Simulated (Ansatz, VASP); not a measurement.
## SrLi2Al6Si11O33 (glassy 69SiO2-19Al2O3-6SrO-6Li2O (mol %)): VASP beside Ansatz

One calculation is typed for both programs; each brings its own data sets. How far apart do they land? Of the first pair: The structure shown is the start of the Ansatz relaxation below; VASP solves that cell, so the two are compared at the walk's first step.

Calculated with Ansatz 0.2.0; plane waves, with VASP 6.6.1 beside it; single point at PBE.

### Step 1. The structure

The cell holds 106 atoms: 22 Si, 12 Al, 2 Sr, 4 Li and 66 O. Its edges and angles: a = 11.040 Å, b = 11.040 Å, c = 11.040 Å, α = 90.0°, β = 90.0°, γ = 90.0°. As first built, before any earlier steps moved the atoms (in the runner's words): 106 atoms (22 Si, 12 Al, 2 Sr, 4 Li, 66 O) placed at random at 2.72 g/cm^3, melted at 4000 K for 10 ps at fixed volume with the Morse and Coulomb pair potential with partial charges (Pedone, Malavasi, Menziani, Cormack and Segre, J. Phys. Chem. B 110, 11780 (2006)). Quenched from 4000 K to 300 K at 50 K/ps and fixed volume, held 5 ps.

### Step 2. Ansatz: relaxation, PBE

Ansatz runs on its default PAW (the set named soft_2) files.

The two programs are compared at the cell with which this relaxation starts, whose forces are those of its first step.

input.yaml reads:

```yaml
crystal:
  lattice:
    - [11.0396, 0.0, 0.0]
    - [0.0, 11.0396, 0.0]
    - [0.0, 0.0, 11.0396]
  atoms:
    - { symbol: Si, position: [0.75704, 0.44225, 0.02002] }
    - { symbol: Si, position: [0.03673, 0.95852, 0.60122] }
    - { symbol: Si, position: [0.1407, 0.06301, 0.27371] }
    - { symbol: Si, position: [0.69401, 0.30319, 0.58621] }
    - { symbol: Si, position: [0.01144, 0.67515, 0.29725] }
    - { symbol: Si, position: [0.46463, 0.21833, 0.07035] }
    - { symbol: Si, position: [0.557, 0.90615, 0.44849] }
    - { symbol: Si, position: [0.30646, 0.29592, 0.76067] }
    - { symbol: Si, position: [0.24105, 0.38937, 0.12256] }
    - { symbol: Si, position: [0.36577, 0.05077, 0.89645] }
    - { symbol: Si, position: [0.06358, 0.24292, 0.62936] }
    - { symbol: Si, position: [0.5891, 0.5247, 0.21952] }
    - { symbol: Si, position: [0.15981, 0.5888, 0.5387] }
    - { symbol: Si, position: [0.43641, 0.22575, 0.52939] }
    - { symbol: Si, position: [0.96716, 0.84386, 0.8577] }
    - { symbol: Si, position: [0.22879, 0.53816, 0.89564] }
    - { symbol: Si, position: [0.77428, 0.62962, 0.81902] }
    - { symbol: Si, position: [0.99143, 0.41999, 0.17551] }
    - { symbol: Si, position: [0.53595, 0.90783, 0.72673] }
    - { symbol: Si, position: [0.63672, 0.5794, 0.60225] }
    - { symbol: Si, position: [0.55292, 0.79105, 0.09952] }
    - { symbol: Si, position: [0.65765, 0.23924, 0.86762] }
    - { symbol: Al, position: [0.33165, 0.5244, 0.34375] }
    - { symbol: Al, position: [0.72853, 0.67498, 0.38481] }
    - { symbol: Al, position: [0.39047, 0.73302, 0.56442] }
    - { symbol: Al, position: [0.72292, 0.95091, 0.92339] }
    - { symbol: Al, position: [0.91807, 0.22551, 0.3892] }
    - { symbol: Al, position: [0.32842, 0.81322, 0.25482] }
    - { symbol: Al, position: [0.20948, 0.32469, 0.39248] }
    - { symbol: Al, position: [0.62495, 0.1704, 0.32691] }
[... 70 atom lines left out ...]
    - { symbol: O, position: [0.27567, 0.50348, 0.03463] }
    - { symbol: O, position: [0.25354, 0.67284, 0.86993] }
    - { symbol: O, position: [0.66324, 0.87571, 0.05799] }
    - { symbol: O, position: [0.04362, 0.78805, 0.22368] }
    - { symbol: O, position: [0.46108, 0.49147, 0.27369] }
    - { symbol: O, position: [0.02335, 0.10472, 0.62842] }
kpoints:
  mp_grid: { grid: [1, 1, 1] }
hamiltonian:
  xc: pbe
scf:
  occupations: { method: gaussian, width: 0.025 }
output:
  forces: true
relax:
  f_tol: 0.05
  max_steps: 150
  cell: {}
```

Started as:

```console
ansatz run input.yaml --threads 4 --pin off --max-ram 8192MiB --backend cpu --events-out ev --progress --plain --runs-dir out
```

Numbers of over 12 decimals in the logs are rounded to 6 here.

The program printed:

```text
Engine: ansatz 0.2.0, aarch64-unknown-linux-gnu
Pseudopotentials: kind: paw
Pseudopotential: Si, paw, valence charge 4, recommended cutoff 420 eV (normal), Si.paw.azcp
Pseudopotential: Al, paw, valence charge 3, recommended cutoff 420 eV (normal), Al.paw.azcp
Pseudopotential: Sr, paw, valence charge 10, recommended cutoff 420 eV (normal), Sr.paw.azcp
Pseudopotential: Li, paw, valence charge 3, recommended cutoff 420 eV (normal), Li.paw.azcp
Pseudopotential: O, paw, valence charge 6, recommended cutoff 420 eV (normal), O.paw.azcp
Functional definition: PBE
  parameter kappa = 0.804
  parameter beta = 0.066725
  exchange = pbe_x(kappa = kappa, mu = beta*pi^2/3)
  correlation = pbe_c(beta = beta)
Crystal: 106 atoms, lattice volume = 1345.427 Å³
Basis set: ecut = 420 eV, 26193 PW (Γ), exchange–correlation on 150×150×150 points (8 copies of the dense FFT grid, shifted against one another)
Bands: 382, of which v1, the nominal top of the filled ones, is band 276 counted from 1 (275 counted from 0)
Symmetry: 1 space group operations
Space group: P1 (ITA 1), of the structure as read, at distance tolerance 1.1e-4 Å
k-points: 1
Non-local potential: Si, projectors of the file, l = 0: 2, l = 1: 2, l = 2: 2
Non-local potential: Al, projectors of the file, l = 0: 2, l = 1: 2, l = 2: 1
Non-local potential: Sr, projectors of the file, l = 0: 3, l = 1: 2, l = 2: 2
Non-local potential: Li, projectors of the file, l = 0: 3, l = 1: 2, l = 2: 1
Non-local potential: O, projectors of the file, l = 0: 2, l = 1: 2, l = 2: 1
PAW form: soft (Blöchl's): semilocal exchange-correlation on the pseudo side does not see the compensation charge
PAW one-centre angular grid: Si, 110 points (default); XC on 64 Gauss nodes
PAW one-centre angular grid: Al, 110 points (default); XC on 64 Gauss nodes
PAW one-centre angular grid: Sr, 110 points (default); XC on 64 Gauss nodes
PAW one-centre angular grid: Li, 110 points (default); XC on 64 Gauss nodes
PAW one-centre angular grid: O, 110 points (default); XC on 64 Gauss nodes
Initial density: superposition of atomic densities (neutral atoms: chi_scale 0, normalization atom), corrected by the library's trained network
Initial wavefunctions: pseudopotential atomic-orbital guess
Functional: x = pbe(κ = 0.804, μ = 0.219515), c = pbe(β = 0.066725)
SCF iter   1: F=—  HF=-65914.973005 eV  |F-HF|=—  |Δ(HF+E_count)|=         —  Δρ=2.12e-3  dr2=6.53e-2  ethr=1.77e-3  ⟨swp⟩=7.0  Hψ=1878  notcnv=0  defer=59
preconditioner: auto → Resta (q_TF=auto, 2.352 Å⁻¹)  ε∞=3.2  [insulator: Δε(μ)=3.790 eV  Ē_g=15.959 eV  σ=0.025 eV  W_gap=1.00  n_scr=304 (ndim 8)  ℏωp=23.5 eV  f_vac=0.121  D(μ)=0.00/eV (n_scr^D=0)  ε∞_Penn≈3.2]
SCF iter   2: F=—  HF=-65914.994970 eV  |F-HF|=—  |Δ(HF+E_count)|=   2.20e-2  Δρ=1.16e-3  dr2=1.58e-2  ethr=1.18e-5  ⟨swp⟩=2.0  Hψ=654  notcnv=0  defer=97
SCF iter   3: F=—  HF=-65914.998635 eV  |F-HF|=—  |Δ(HF+E_count)|=   3.67e-3  Δρ=4.85e-4  dr2=4.37e-3  ethr=2.85e-6  ⟨swp⟩=2.0  Hψ=493  notcnv=0  defer=97
SCF iter   4: F=—  HF=-65914.999462 eV  |F-HF|=—  |Δ(HF+E_count)|=   8.27e-4  Δρ=1.30e-4  dr2=2.72e-4  ethr=7.91e-7  ⟨swp⟩=2.0  Hψ=493  notcnv=0  defer=97
SCF iter   5: F=—  HF=-65914.999520 eV  |F-HF|=—  |Δ(HF+E_count)|=   5.80e-5  Δρ=7.27e-5  dr2=6.77e-5  ethr=4.94e-8  ⟨swp⟩=2.0  Hψ=534  notcnv=0  defer=97
SCF iter   6: F=—  HF=-65914.996588 eV  |F-HF|=—  |Δ(HF+E_count)|=   2.93e-3  Δρ=3.87e-5  dr2=1.69e-5  ethr=1.23e-8  ⟨swp⟩=2.0  Hψ=658  notcnv=0  defer=97
SCF iter   7: F=—  HF=-65914.996589 eV  |F-HF|=—  |Δ(HF+E_count)|=   1.04e-6  Δρ=9.47e-6  dr2=1.25e-6  ethr=3.07e-9  ⟨swp⟩=2.0  Hψ=555  notcnv=0  defer=97
SCF iter   8: F=—  HF=-65914.996591 eV  |F-HF|=—  |Δ(HF+E_count)|=   1.12e-6  Δρ=7.53e-6  dr2=6.14e-7  ethr=2.27e-10  ⟨swp⟩=2.0  Hψ=554  notcnv=0  defer=97
SCF iter   9: F=-65914.996591 eV  HF=-65914.996591 eV  |F-HF|=2.15e-8  |Δ(HF+E_count)|=   3.49e-8  Δρ=1.34e-6  dr2=2.75e-8  ethr=1.81e-11  ⟨swp⟩=2.0  Hψ=1213  notcnv=0
SCF 1 converged in 9 iterations: F = -65914.996591 eV  dr2 = 2.75e-8
  greatest PAW one-centre occupation: 1.000 electrons in one spin orbital (limit 2), on the Li atom at site 37 (counted from 0), in its partial waves of l = 0
relax step   1: F+E_penalty+E_count = -65914.99659056 eV  Δ(F+E_penalty+E_count) = +0.000e0 eV  max|allowed force component| = 4.503e0 eV/Å  Δτ_max = 0.0000 Å  P = +7.333 GPa  Ω = 1345.427 Å³  (9 SCF iters, dr2 threshold 1.00e-7 eV, accepted)
Crystal: 106 atoms, lattice volume = 1362.629 Å³
Basis set: ecut = 420 eV, 26713 PW (Γ), exchange–correlation on 150×150×150 points (8 copies of the dense FFT grid, shifted against one another)
Initial density: handed on by an earlier stage of this run
Initial wavefunctions: those handed on with the density
iter 1 solved again at ethr=2.19e-4 eV; its pass at ethr=3.10e-3 eV (dr2=1.21e0 eV) is discarded
[...]
- [0.246955, -0.117680, 11.039305]
  atoms:
    - { symbol: Si, position: [0.765039, 0.445850, 0.020355] }
    - { symbol: Si, position: [0.033030, 0.956401, 0.622920] }
    - { symbol: Si, position: [0.133827, 0.064913, 0.277603] }
    - { symbol: Si, position: [0.690040, 0.292969, 0.584515] }
    - { symbol: Si, position: [-0.000433756, 0.666270, 0.300418] }
    - { symbol: Si, position: [0.470633, 0.217720, 0.069903] }
    - { symbol: Si, position: [0.558234, 0.914850, 0.444056] }
    - { symbol: Si, position: [0.312888, 0.286576, 0.757184] }
    - { symbol: Si, position: [0.240043, 0.383345, 0.115514] }
    - { symbol: Si, position: [0.370440, 0.054598, 0.890790] }
    - { symbol: Si, position: [0.069389, 0.237056, 0.633183] }
    - { symbol: Si, position: [0.590078, 0.546838, 0.210354] }
    - { symbol: Si, position: [0.165537, 0.599880, 0.523448] }
    - { symbol: Si, position: [0.430968, 0.224510, 0.527518] }
    - { symbol: Si, position: [0.953142, 0.849612, 0.870491] }
    - { symbol: Si, position: [0.229731, 0.529894, 0.896095] }
    - { symbol: Si, position: [0.790109, 0.618789, 0.826145] }
    - { symbol: Si, position: [0.990288, 0.407055, 0.175568] }
    - { symbol: Si, position: [0.544040, 0.929273, 0.718943] }
    - { symbol: Si, position: [0.636705, 0.576670, 0.628282] }
    - { symbol: Si, position: [0.552031, 0.795659, 0.091241] }
    - { symbol: Si, position: [0.658697, 0.242590, 0.866896] }
    - { symbol: Al, position: [0.323251, 0.540664, 0.318945] }
    - { symbol: Al, position: [0.719898, 0.671686, 0.401611] }
    - { symbol: Al, position: [0.406528, 0.732883, 0.584158] }
    - { symbol: Al, position: [0.717440, 0.966192, 0.925183] }
    - { symbol: Al, position: [0.910248, 0.217610, 0.389697] }
    - { symbol: Al, position: [0.312195, 0.819782, 0.240519] }
    - { symbol: Al, position: [0.212360, 0.316802, 0.393289] }
    - { symbol: Al, position: [0.630065, 0.165658, 0.324672] }
    - { symbol: Al, position: [1.014018, 0.474093, 0.752913] }
    - { symbol: Al, position: [0.098466, 0.856874, 0.104814] }
    - { symbol: Al, position: [0.294309, 0.968750, 0.475110] }
    - { symbol: Al, position: [0.327721, 0.788188, 0.951736] }
    - { symbol: Sr, position: [0.941481, 0.195388, 0.926466] }
    - { symbol: Sr, position: [0.859068, 0.926273, 0.342710] }
    - { symbol: Li, position: [0.915505, 0.599750, 0.573074] }
    - { symbol: Li, position: [0.521010, 0.011452, 0.173691] }
    - { symbol: Li, position: [0.784094, 0.843789, 0.655072] }
    - { symbol: Li, position: [0.203263, 0.796606, 0.738755] }
    - { symbol: O, position: [0.861482, 0.694888, 0.337186] }
    - { symbol: O, position: [0.667454, 0.232236, 0.719007] }
    - { symbol: O, position: [0.747242, 0.651312, 0.557293] }
    - { symbol: O, position: [0.996098, 0.315894, 0.738917] }
    - { symbol: O, position: [0.239912, 0.956638, 0.321532] }
    - { symbol: O, position: [0.658102, 0.545838, 0.335825] }
    - { symbol: O, position: [0.851365, 0.754519, 0.818507] }
    - { symbol: O, position: [0.884480, 0.389266, 0.076514] }
    - { symbol: O, position: [0.783100, 0.145900, 0.316873] }
    - { symbol: O, position: [0.789290, 0.579946, 0.967728] }
    - { symbol: O, position: [0.654040, 0.814888, 0.395444] }
    - { symbol: O, position: [0.204970, 0.189341, 0.290615] }
    - { symbol: O, position: [0.014125, 0.550456, 0.205503] }
    - { symbol: O, position: [0.347891, 0.290767, 0.092587] }
    - { symbol: O, position: [0.418845, 0.855350, 0.466321] }
    - { symbol: O, position: [0.584097, 0.233368, 0.484939] }
    - { symbol: O, position: [0.363779, 0.301377, 0.432669] }
    - { symbol: O, position: [0.563629, 0.022784, 0.348360] }
    - { symbol: O, position: [0.956785, 0.336023, 0.295290] }
    - { symbol: O, position: [0.100558, 0.338477, 0.091836] }
    - { symbol: O, position: [0.917508, 0.904546, 0.557613] }
    - { symbol: O, position: [0.871922, 0.532187, 0.740086] }
    - { symbol: O, position: [0.029826, 0.802057, 0.977193] }
    - { symbol: O, position: [0.044587, 0.881115, 0.753844] }
[...]
- { symbol: O, position: [0.476776, 0.762814, 0.974125] }
    - { symbol: O, position: [0.717592, 0.125737, 0.924773] }
    - { symbol: O, position: [0.265280, 0.504090, 0.036357] }
    - { symbol: O, position: [0.267411, 0.668633, 0.863326] }
    - { symbol: O, position: [0.651856, 0.903273, 0.058967] }
    - { symbol: O, position: [0.040172, 0.792608, 0.239038] }
    - { symbol: O, position: [0.452977, 0.510420, 0.234747] }
    - { symbol: O, position: [0.017093, 0.101179, 0.663099] }
```

In the SCF lines HF is the Harris–Foulkes energy and dr2 the Hartree energy of the density residual, in eV; the loop may stop once dr2 is under the threshold and the program's other checks hold. Hψ counts applications of the Hamiltonian.

### Step 3. VASP: single point, PBE, start cell, pair 1

The same cell, functional, mesh and smearing now go to VASP, with its own data sets.

Lines of VASP's logs that name or quote its potential files are left out, and so is its time.

INCAR reads:

```
SYSTEM = SrLi2Al6Si11O33
PREC = Accurate
ENCUT = 650
EDIFF = 1E-06
NELM = 120
ISMEAR = 0
SIGMA = 0.025
LREAL = Auto
ALGO = Normal
GGA = PE
NBANDS = 352
LORBIT = 11
LWAVE = .FALSE.
LCHARG = .FALSE.
ISIF = 2
LASPH = .TRUE.
GGA_COMPAT = .FALSE.
EFERMI = MIDGAP
NCORE = 2
```

POSCAR reads:

```
SrLi2Al6Si11O33
1.0
   11.0396000000      0.0000000000      0.0000000000
    0.0000000000     11.0396000000      0.0000000000
    0.0000000000      0.0000000000     11.0396000000
Si Al Sr Li O
22 12 2 4 66
Direct
    0.7570382985      0.4422533425      0.0200188413
    0.0367314033      0.9585220479      0.6012174354
    0.1407025617      0.0630095293      0.2737055690
    0.6940106526      0.3031903330      0.5862078336
    0.0114406319      0.6751512736      0.2972480887
    0.4646273416      0.2183321859      0.0703467517
    0.5570038770      0.9061469618      0.4484945107
    0.3064603790      0.2959165187      0.7606706765
    0.2410504004      0.3893709917      0.1225587884
    0.3657741223      0.0507717671      0.8964455234
    0.0635802022      0.2429164100      0.6293615711
    0.5890974311      0.5247019820      0.2195188231
    0.1598065147      0.5887985072      0.5386970542
    0.4364107395      0.2257509330      0.5293941809
    0.9671636654      0.8438620965      0.8577031777
    0.2287945215      0.5381626146      0.8956393348
    0.7742762419      0.6296242617      0.8190242400
    0.9914308489      0.4199880430      0.1755136056
    0.5359523896      0.9078318055      0.7267292293
    0.6367169100      0.5793959926      0.6022500815
    0.5529185840      0.7910522120      0.0995235335
    0.6576506395      0.2392387405      0.8676220153
    0.3316515091      0.5244030581      0.3437533969
    0.7285318309      0.6749791659      0.3848056089
    0.3904670459      0.7330156890      0.5644226240
    0.7229156854      0.9509130766      0.9233939635
    0.9180676836      0.2255063589      0.3891988840
    0.3284176963      0.8132178702      0.2548190152
    0.2094822276      0.3246856770      0.3924779883
    0.6249501794      0.1703956665      0.3269140186
[... 70 atom lines left out ...]
    0.2756712200      0.5034783869      0.0346298779
    0.2535417950      0.6728414073      0.8699318816
    0.6632396101      0.8757110765      0.0579912316
    0.0436157107      0.7880539150      0.2236765825
    0.4610764883      0.4914670821      0.2736874524
    0.0233522954      0.1047229972      0.6284195080
```

KPOINTS reads:

```
Automatic mesh
0
Gamma
1 1 1
0 0 0
```

Potentials, in the order of the species: Si, Al, Sr_sv, Li_sv and O (PBE family, release 64).

Started as:

```console
mpirun -np 8 vasp_gam
```

The program printed:

```text
[banner, memory and clock lines left out]
running    8 mpi-ranks, on    1 nodes
[...]
LDA part: xc-table for (Slater+PW92), standard interpolation
 POSCAR, INCAR and KPOINTS ok, starting setup
[...]
entering main loop
       N       E                     dE             d eps       ncg     rms          rms(c)
DAV:   1     0.586933591923E+04    0.58693E+04   -0.36568E+05   704   0.186E+03
DAV:   2    -0.363107437435E+03   -0.62324E+04   -0.60141E+04   864   0.422E+02
DAV:   3    -0.887815964905E+03   -0.52471E+03   -0.52121E+03   840   0.130E+02
DAV:   4    -0.904063233862E+03   -0.16247E+02   -0.16180E+02   904   0.218E+01
[...]
DAV:  18    -0.786810444253E+03   -0.64073E-05   -0.11066E-04   816   0.221E-02    0.163E-02
DAV:  19    -0.786810442858E+03    0.13944E-05   -0.11730E-05   832   0.715E-03    0.807E-03
DAV:  20    -0.786810443210E+03   -0.35155E-06   -0.41570E-06   696   0.385E-03
   1 F= -.78681044E+03 E0= -.78681044E+03  d E =0.000000E+00
```

OUTCAR, selected parts (step 3):

```text
  Total       78.3329492     60.4009699     41.2547496      6.4225451      5.7430934      8.2512569
  in kB       93.2813981     71.9274198     49.1274842      7.6481735      6.8390605      9.8258624
  external PRESSURE =      71.4454340 kB  Pullay stress =       0.0000000 kB

 POSITION                                       TOTAL-FORCE (eV/Angst)
 -----------------------------------------------------------------------------------
      8.35740      4.88230      0.22100        -2.104446      4.490316     -0.737443
[...]
7.17930      9.03250      4.36880         3.286734     -3.082265     -1.774889
      2.23860      2.06570      3.31610         1.275477      1.893586     -0.529127
      0.30450      6.09810      2.38150         0.433054      0.888679     -0.434026
      3.82210      3.31860      0.97300         0.897694     -1.410009      0.120014
      4.66890      9.45630      5.09830        -3.840626     -0.459934     -0.556471
      6.46340      2.64910      5.42810        -0.145831     -0.281631     -0.375917
      3.96620      3.26350      4.84470        -1.129046      2.553385     -2.472776
      6.32380      0.29060      4.03480        -0.692332      0.527959     -1.027375
     10.53900      3.74780      3.16620        -0.041806     -0.556650      0.580935
      1.10590      3.81450      1.04150        -0.575173     -0.198289     -0.216652
     10.22390      9.93510      5.91740        -1.969916     -0.732180     -1.121320
      9.44700      5.79910      8.35760        -1.708669      0.379307     -0.628275
[...]
-----------------------------------------------------------------------------------
    total drift:                                0.037319      0.007247     -0.058509

  FREE ENERGIE OF THE ION-ELECTRON SYSTEM (eV)
  ---------------------------------------------------
  free  energy   TOTEN  =      -786.8104432097 eV

  energy  without entropy=     -786.8104432097  energy(sigma->0) =     -786.81044321

[... 3 further parts left out ...]
[key lines of the parts left out:]
E-fermi :   4.0869
```

The run ends at a pressure of 7.14 GPa, with forces up to 5.0 eV/Å.

### Step 4. Comparison

Known differences besides the potentials themselves: the cutoff is 420 eV in Ansatz and 650 eV in VASP (PREC = Accurate, projectors in real space). Total energies have different zeros and are not compared.

Forces on 9 of the 106 atoms, those with the largest forces and the largest differences (eV/Å; atoms numbered as in POSCAR):

| atom | Ansatz x, y, z | VASP x, y, z |
| --- | --- | --- |
| Si1 | -2.129, 4.503, -0.718 | -2.104, 4.490, -0.737 |
| Si16 | -1.500, -4.382, 1.281 | -1.453, -4.389, 1.269 |
| Al33 | 2.495, 2.240, -1.714 | 2.536, 2.245, -1.724 |
| Al34 | 1.624, 1.833, 2.963 | 1.608, 1.834, 2.943 |
| O51 | 3.250, -3.006, -1.763 | 3.287, -3.082, -1.775 |
| O52 | 1.249, 1.820, -0.551 | 1.275, 1.894, -0.529 |
| O55 | -3.785, -0.455, -0.577 | -3.841, -0.460, -0.556 |
| O61 | -1.907, -0.697, -1.087 | -1.970, -0.732, -1.121 |
| O81 | -1.269, -0.536, -4.333 | -1.279, -0.572, -4.384 |

The forces differ by 24 meV/Å r.m.s., which is 1.9 % of the r.m.s. force of 1.307 eV/Å (both taken over all components).

### Step 5. Ansatz: relaxation, PBE

This run makes the geometry at which the two programs are then compared. The cell compared in this pair holds 1374.29 Å³, against 1345.43 Å³ for the pair before.

The structure compared here is the end of the Ansatz relaxation.

input.yaml is that of step 2.

Started as:

```console
ansatz run input.yaml --threads 4 --pin off --max-ram 8192MiB --backend cpu --events-out ev --progress --plain --runs-dir out
```

The program printed:

```text
[...]
Crystal: 106 atoms, lattice volume = 1345.427 Å³
Basis set: ecut = 420 eV, 26193 PW (Γ), exchange–correlation on 150×150×150 points (8 copies of the dense FFT grid, shifted against one another)
Bands: 382, of which v1, the nominal top of the filled ones, is band 276 counted from 1 (275 counted from 0)
Symmetry: 1 space group operations
[...]
k-points: 1
[...]
- { symbol: O, position: [0.667454, 0.232236, 0.719007] }
    - { symbol: O, position: [0.747242, 0.651312, 0.557293] }
    - { symbol: O, position: [0.996098, 0.315894, 0.738917] }
    - { symbol: O, position: [0.239912, 0.956638, 0.321532] }
    - { symbol: O, position: [0.658102, 0.545838, 0.335825] }
    - { symbol: O, position: [0.851365, 0.754519, 0.818507] }
    - { symbol: O, position: [0.884480, 0.389266, 0.076514] }
[...]
- { symbol: O, position: [0.651856, 0.903273, 0.058967] }
    - { symbol: O, position: [0.040172, 0.792608, 0.239038] }
    - { symbol: O, position: [0.452977, 0.510420, 0.234747] }
    - { symbol: O, position: [0.017093, 0.101179, 0.663099] }
```

[end of part 1 of 2]

[Lines on the potential files, build, host, timing and source positions are cut from VASP's logs without a mark.]

[Logs are printed without paths, hosts, clocks, repeated set-up lines and the standing remarks that a program may print on its own settings, such as how far it seeks lower states.]

[Hosts, paths, dates, database ids (printed as entryN), source tags and the programs' standing remarks are cut or masked in the printed files.]
